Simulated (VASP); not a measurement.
Consider the following.

```
Mo
1.0
   -1.60650     1.60650     1.60650
    1.60650    -1.60650     1.60650
    1.60650     1.60650    -1.60650
Mo
1
Direct
  0.00000   0.00000   0.00000
```

Method: PBE GGA, VASP's PBE PAW potentials (set 64) (plane waves; VASP). Settings: 400 eV cut-off, 14×14×14 Γ-centred mesh, second-order Methfessel-Paxton smearing of 0.010 eV, potentials Mo_sv.

### Question
Give the stress tensor in GPa (positive for a compressed cell).

### Answer

```
-11.52    0.00    0.00
  0.00  -11.52    0.00
  0.00    0.00  -11.52
```
The pressure is its mean diagonal, -11.52 GPa.

The compound is Mo in the bcc structure. The cell was not relaxed at this level. The run is one of a series of settings (ISMEAR = 2, SIGMA = 0.01 against the base run), some of them coarse on purpose.
